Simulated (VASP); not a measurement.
Input:

```yaml
crystal:
  lattice:
    - [0.00000, 2.49135, 2.49135]
    - [2.49135, 0.00000, 2.49135]
    - [2.49135, 2.49135, 0.00000]
  atoms:
    - { symbol: Y, position: [0.00000, 0.00000, 0.00000] }
    - { symbol: N, position: [0.50000, 0.50000, 0.50000] }
```

Method: vdW-DF2, VASP's PBE PAW potentials (set 64) (plane waves; VASP). Settings: 520 eV cut-off, 8×8×8 Γ-centred mesh, Gaussian smearing of 0.050 eV, potentials Y_sv N.

Question: Estimate the energy per atom (σ→0), band gap (on the k-mesh) with the smallest direct gap where there is one.

Answer: 
- band gap (on the k-mesh): 0.44 eV
- smallest direct gap (on the k-mesh): 0.85 eV
- energy per atom (σ→0): -7.002 eV/atom

The absolute energy has meaning only against runs of the same code, potentials and settings.

The compound is YN in the rock salt structure. It was relaxed first, which changed the volume by +6 %. The start is the result of an earlier pass.
